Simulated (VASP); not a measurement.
# Rb (bcc): computed properties

Calculation: LDA (Ceperley-Alder, Perdew-Zunger), VASP's LDA PAW potentials (set 64) (plane waves; VASP).

- space group: Im-3m (229)
- cell: a = b = c = 5.3782 Å, α = β = γ = 90.00°
- volume per atom: 77.78 Å^3/atom
- band gap (over mesh and band path): none (metal, semimetal or under 0.01 eV)
- density: 1.82 g/cm³

```xyz
1
Lattice="-2.6891 2.6891 2.6891 2.6891 -2.6891 2.6891 2.6891 2.6891 -2.6891" Properties=species:S:1:pos:R:3 pbc="T T T"
Rb     0.0000     0.0000     0.0000
```

Measured: a 5.576 Å at 0 K (computed value off by -3.6 %), as given by Gábor I. Csonka et al., Physical Review B (2009), arXiv:0903.4037 [low-temperature or extrapolated to 0 K; zero-point anharmonic expansion removed].

The compound is Rb in the bcc structure. It was relaxed first, which changed the volume by -14 %. Symmetry was kept, so distortions that lower it aren't found.
